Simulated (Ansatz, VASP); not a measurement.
# Al3Sb2P in VASP and in Ansatz

The input INCAR:

```
PREC     = Accurate       # precision mode
ENCUT    = 520            # plane-wave cutoff, eV
EDIFF    = 1E-6           # SCF threshold, eV
ISMEAR   = 0              # smearing method
SIGMA    = 0.1            # smearing width, eV
LREAL    = F              # projectors in reciprocal space
LASPH    = T              # aspherical terms in the spheres
NELM     = 60             # most SCF steps
ALGO     = Normal         # electronic algorithm
ISIF     = 2              # what is computed and relaxed
LWAVE    = F              # write WAVECAR
LCHARG   = T              # write CHGCAR
GGA      = PE             # functional
LELF     = T              # ELF
LVHAR    = T            
NBANDS   = 21             # bands
```

The input KPOINTS:

```
Automatic mesh
0
Gamma
  6 6 2
```

Contents of POSCAR:

```
Al3Sb2P
1.0
    4.4454180600      0.0000000000      0.0000000000
   -2.2227090300      3.8498449700      0.0000000000
    0.0000000000      0.0000000000      7.8412368600
Al Sb P
3 2 1
Direct
    0.6666666700      0.3333333300      0.0130340000
    0.6666666700      0.3333333300      0.4613310100
    0.0000000000      0.0000000000      0.5436160000
    0.3333333300      0.6666666700      0.7714030100
    0.3333333300      0.6666666700      0.2373650100
    0.0000000000      0.0000000000      0.9732509900
```

Input for Ansatz:

```yaml
crystal:
  lattice:
    - [4.44541806, 0.0, 0.0]
    - [-2.22270903, 3.84984497, 0.0]
    - [0.0, 0.0, 7.84123686]
  atoms:
    - { symbol: Al, position: [0.66666667, 0.33333333, 0.013034] }
    - { symbol: Al, position: [0.66666667, 0.33333333, 0.46133101] }
    - { symbol: Al, position: [0.0, 0.0, 0.543616] }
    - { symbol: Sb, position: [0.33333333, 0.66666667, 0.77140301] }
    - { symbol: Sb, position: [0.33333333, 0.66666667, 0.23736501] }
    - { symbol: P, position: [0.0, 0.0, 0.97325099] }
basis:
  ecutwfc: 420
kpoints:
  mp_grid: { grid: [6, 6, 2] }
hamiltonian:
  xc: pbe
scf:
  occupations: { method: gaussian, width: 0.1 }
  lower_state_search: "off"
output:
  forces: true
  stress: true
  eigenvalues: true
```

Change from the starting cell: species swapped into the Y2Ga3Ni type (P3m1, No. 156).

Alike in both runs: task single point; functional PBE; k mesh 6 × 6 × 2; occupations gaussian, width 0.1 eV; no spin polarisation.

|  | VASP | Ansatz |
| --- | --- | --- |
| version | VASP 6.6.1 | Ansatz 0.2.0 |
| potentials or method | VASP PAW PBE potentials, release 64 (Al, Sb, P) | scalar-relativistic, plane waves, PAW |
| plane-wave cutoff (eV) | 520 | 420 |
| valence electrons in the cell | 24 | 44 |

Ansatz gave:

```
gap on the k mesh at the Fermi level (eV)       : none
pressure (GPa)                                  : -2.8
largest component of the traceless stress (GPa) : 1.74
rms of the force components (eV/Å)              : 0.251
```

Problem. Estimate VASP's values.

Solution. gap on the k mesh at the Fermi level (eV): none; pressure (GPa): -2.9; largest component of the traceless stress (GPa): 1.75; rms of the force components (eV/Å): 0.248.

Atom by atom the forces differ by 0.003 eV/Å (rms over components). A gap of «none» marks a metal or a gap that the smearing closes. With one functional, cell and mesh, what is left measures potentials, basis and numerics. The two sets of potentials don't hold the same shells in valence.

Caveats: the k mesh is coarse (spacing up to 0.40 Å⁻¹), so the values aren't converged. Spin-orbit coupling is left out, which matters for the levels of Sb.
